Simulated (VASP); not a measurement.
Method: AM05 GGA, VASP's PBE PAW potentials (set 64) (plane waves; VASP).

Input for VASP

File POSCAR:
```
ZnS
1
    1.8796263399    -3.2556082786     0.0000000000
    1.8796263399     3.2556082786     0.0000000000
    0.0000000000     0.0000000000     6.1575627698
Zn S
2 2
Direct
  0.6666670000   0.3333330000   0.5001155372
  0.3333330000   0.6666670000   0.0001155372
  0.6666670000   0.3333330000   0.8748844628
  0.3333330000   0.6666670000   0.3748844628
```

**INCAR**
```
ALGO  =  Normal   ! blocked Davidson
LASPH  =  T   ! aspherical one-centre terms
NSW  =  30   ! most ionic steps
PREC  =  Accurate
LWAVE  =  F
SYSTEM  =  ZnS
LREAL  =  F
EDIFF  =  1E-7   ! SCF stop (eV)
EDIFFG  =  -0.01
LMAXMIX  =  4   ! l cut-off of mixed one-centre charges
ISIF  =  4
GGA  =  AM
SIGMA  =  0.05
IBRION  =  2   ! conjugate gradients
ISMEAR  =  0   ! Gaussian
NELM  =  100   ! most electronic steps
LCHARG  =  F
ENCUT  =  520
```

**KPOINTS**
```
Automatic mesh
0
Gamma
7 7 4
0 0 0
```

POTCAR, in this order: Zn S (PBE.64 set). Program: vasp_std.

Question: What will the output report for the number of irreducible k-points (NKPTS), largest plane-wave count, number of space-group operations, FFT grid (NGX, NGY, NGZ)?

Answer: 
The number of irreducible k-points (NKPTS) is 24 and the largest plane-wave count comes out as 2042. The number of space-group operations is 12. The FFT grid (NGX, NGY, NGZ) is 28 × 28 × 48.

The compound is ZnS in the wurtzite structure, the high-temperature form. This cell is one point of a volume scan, at 0.97 of the reference volume. Symmetry was kept, so distortions that lower it aren't found.
